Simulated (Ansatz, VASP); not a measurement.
# YZnC4N4 in VASP and in Ansatz

```
Y Zn C N
1.0
     6.40015    0.00000    0.00000
     0.00000    6.40015    0.00000
     0.00000    0.00000    6.40015
Y Zn C N
1 1 4 4
Direct
  0.00000 0.00000 0.00000
  0.50000 0.50000 0.50000
  0.21729 0.21729 0.21729
  0.21729 0.78271 0.78271
  0.78271 0.21729 0.78271
  0.78271 0.78271 0.21729
  0.32299 0.32299 0.32299
  0.32299 0.67701 0.67701
  0.67701 0.32299 0.67701
  0.67701 0.67701 0.32299
```

Alike in both runs: functional PBE; k mesh 4 × 4 × 4; occupations gaussian, width 0.1 eV; no spin polarisation.

Ansatz relaxed the structure, and its values are those at the end. VASP's run is a single point on that final structure, the one shown.

```csv
,VASP,Ansatz
version,VASP 6.6.1,Ansatz 0.2.0
potentials or method,"VASP PAW PBE potentials, release 64 (Y_sv, Zn, C, N)","scalar-relativistic, plane waves, PAW"
plane-wave cutoff (eV),520,420
valence electrons in the cell,59,59
```

Ansatz gave:

| Property | Result |
| --- | --- |
| gap on the k mesh at the Fermi level (eV) | none |
| pressure (GPa) | 0.1 |
| rms of the force components (eV/Å) | 0.010 |

Question: What did VASP give for the same quantities?

Answer: gap on the k mesh at the Fermi level (eV): none; pressure (GPa): 0.4; rms of the force components (eV/Å): 0.181.

A gap of «none» marks a metal or a gap that the smearing closes. One of these differences is far larger than is usual between the two programs; its cause wasn't traced.

Caveats: the standard files for N, O and F lose accuracy on very short bonds.
